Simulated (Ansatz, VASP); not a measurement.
# Two plane-wave programs on ScGa3Te

```
Sc Ga Te
1.0
     4.84955    0.00000    0.00000
     0.00000    4.84955    0.00000
     0.00000    0.00000    4.84955
Sc Ga Te
1 3 1
Cartesian
  0.0000 0.0000 0.0000
  2.4248 2.4248 0.0000
  2.4248 0.0000 2.4248
  0.0000 2.4248 2.4248
  2.4248 2.4248 2.4248
```

Change from the starting cell: species swapped into the Tb3AlN type (Pm-3m, No. 221).

Alike in both runs: task single point; functional PBE; k mesh 4 × 4 × 4; occupations gaussian, width 0.1 eV; no spin polarisation.

```csv
,VASP,Ansatz
version,VASP 6.6.1,Ansatz 0.2.0
potentials or method,"VASP PAW PBE potentials, release 64 (Sc_sv, Ga_d, Te)","scalar-relativistic, plane waves, PAW"
plane-wave cutoff (eV),520,420
valence electrons in the cell,56,66
```

```tsv
	VASP	Ansatz	Ansatz less VASP
gap on the k mesh at the Fermi level (eV)	none	none	-
pressure (GPa)	17.2	17.0	-0.20
```

A gap of «none» marks a metal or a gap that the smearing closes. The two sets of potentials don't hold the same shells in valence.

Caveats: so large a pressure means that the cell lies far from this level's equilibrium, or that cutoff or potentials fall short (VASP). Spin-orbit coupling is left out, which matters for the levels of Te.
